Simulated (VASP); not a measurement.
Input:

```
CELL_PARAMETERS angstrom
      2.13446     1.23233     7.54185
     -2.13446     1.23233     7.54185
      0.00000    -2.46466     7.54185
ATOMIC_POSITIONS crystal
  Rb 0.00000 0.00000 0.00000
  La 0.50000 0.50000 0.50000
  S  0.76701 0.76701 0.76701
  S  0.23299 0.23299 0.23299
```

These are PBEsol GGA, VASP's PBE PAW potentials (set 64) (plane waves; VASP 6.6.1) values and carry that method's errors. Numerical set-up: 400 eV cut-off, 7×7×7 Γ-centred mesh, tetrahedra with Blöchl corrections, potentials Rb_sv La S.

### Question
What does the run give for the energy per atom (σ→0)?

### Answer

```json
{
 "energy per atom (σ→0)": "-548.3 kJ/mol of atoms"
}
```

Total energies compare only between runs with the same potentials, cut-off and functional.

The structure comes from a computed database's RbLaS2 entry (R-3m); how it stands against other phases isn't given here. It was relaxed first.
